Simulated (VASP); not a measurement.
Crystal: Be.

```
Be
1.0
     2.28580    0.00000    0.00000
    -1.14290    1.97956    0.00000
     0.00000    0.00000    3.58430
Be
2
Cartesian
  0.0000 1.3197 0.8961
  1.1429 0.6599 2.6882
```

| Item | Value |
| --- | --- |
| Program | VASP 6.6.1 |
| Task | relaxation of cell and atoms |
| Functional | PBEsol |
| Potentials or basis | VASP PAW PBE potentials, release 64 (Be) |
| Cutoff | 300 eV |
| k mesh | 21 × 21 × 12 |
| Occupations | gaussian, width 0.1 eV |
| Spin | no spin polarisation |

At the start: pressure -3.6 GPa; volume 8.11 Å³/atom.

Q: Where does the relaxation end?

A: Over 5 steps the energy falls by 3.0 meV/atom and the volume is 7.86 Å³/atom (-3.1 %); space group P6_3/mmc (No. 194, to 0.05 Å).

The path:
```
step  energy change (eV)  largest force (eV/Å)  pressure (GPa)  volume (Å³)
   1              0.0000                0.0000           -3.57        16.22
   2             -0.0058                0.0000           -0.55        15.80
   3             -0.0060                0.0000            0.04        15.72
   4             -0.0060                0.0000            0.12        15.71
   5             -0.0060                0.0000            0.07        15.71
```

Final structure:
```
Be
1.0
     2.25717    0.00000    0.00000
    -1.12859    1.95477    0.00000
     0.00000    0.00000    3.56157
Be
2
Direct
  0.33333 0.66667 0.25000
  0.66667 0.33333 0.75000
```

Caveat: the cutoff is under 1.25 times the usual one of these potentials, so pressure, stress and relaxed cells hold a basis-set (Pulay) error; the PAW data sets were made with another functional, which shifts forces and pressure a little.
